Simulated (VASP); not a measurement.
Set up this calculation in VASP 6.6.1, as the native input.

```
Task                   : single point
Functional             : PBE
Dispersion             : D3(BJ)
Potentials or basis    : VASP PAW PBE potentials, release 64 (Be, N)
Cutoff                 : 520 eV
k mesh                 : 5 × 5 × 3
Occupations            : fermi-dirac, width 0.05 eV
Spin                   : no spin polarisation
Dipole correction      : no
Further INCAR settings : LREAL = Auto; ALGO = Fast; EDIFF = 1e-07; NBANDS = 32
```

The structure of Be16N (a cell with a defect) lies in POSCAR:

```
Be16N
1.0
   -2.2900000000     -3.9663960000      0.0000000000
    3.4350000000     -1.9831980000      0.0000000000
    0.0000000000      0.0000000000      7.1768600000
Be N
16 1
Direct
    0.7628482527      0.5027229271      0.0071834915
    0.5006913151      0.3344137603      0.2573348847
    0.7526968755      0.4966646622      0.4955298018
    0.5007563192      0.3433144192      0.7364522847
    0.5008747642     -0.0111120242      0.0139766764
    0.2487655494      0.8358832839      0.2550418618
    0.5007075250     -0.0018014452      0.4932602414
    0.2390177389      0.8297254811      0.7434554243
    0.2388666403      0.5028067958      0.0071990638
    0.0007395841      0.3379016284      0.2570413502
    0.2487829785      0.4967575972      0.4955209129
    0.0008356540      0.2979697002      0.7408333224
    0.0008844529      0.0345505726      0.0096821946
    0.7526867201      0.8358900017      0.2550690749
    0.0007269981     -0.0053895992      0.4935672029
    0.7626648831      0.8298031061      0.7434100815
    0.5009021791      0.6659220327      0.8753152302
```

The cell was built by a generator and needn't be a form met in nature.

These files were run (other wordings do the same):

INCAR

```
ALGO     = Fast           # electronic algorithm
EDIFF    = 1E-7           # SCF threshold, eV
ENCUT    = 520            # plane-wave cutoff, eV
GGA      = PE             # functional
ISIF     = 2              # what is computed and relaxed
ISMEAR   = -1             # smearing method
IVDW     = 12             # dispersion correction
LASPH    = T              # aspherical terms in the spheres
LCHARG   = F              # write CHGCAR
LREAL    = Auto         
LWAVE    = F              # write WAVECAR
NBANDS   = 32             # bands
NELM     = 100            # most SCF steps
PREC     = Accurate       # precision mode
SIGMA    = 0.05           # smearing width, eV
```

KPOINTS

```
k-points
0
Gamma
  5 5 3
```

Potentials or basis: VASP PAW PBE potentials, release 64 (Be, N).

Command:

```console
$ cat potpaw_PBE.64/Be/POTCAR potpaw_PBE.64/N/POTCAR > POTCAR
$ mpirun -np 1 vasp_std > vasp.out
```

It gave:

* Pressure: 0.7 GPa
* Largest force: 0.040 eV/Å
* Band gap on the k mesh: none (metal or under the smearing width)
* Dispersion energy per atom: -0.348 eV

It took 2.6 min on 1 thread of Intel(R) Xeon(R) 6975P-C (Granite Rapids) (shared host), peak memory 0.3 GiB.
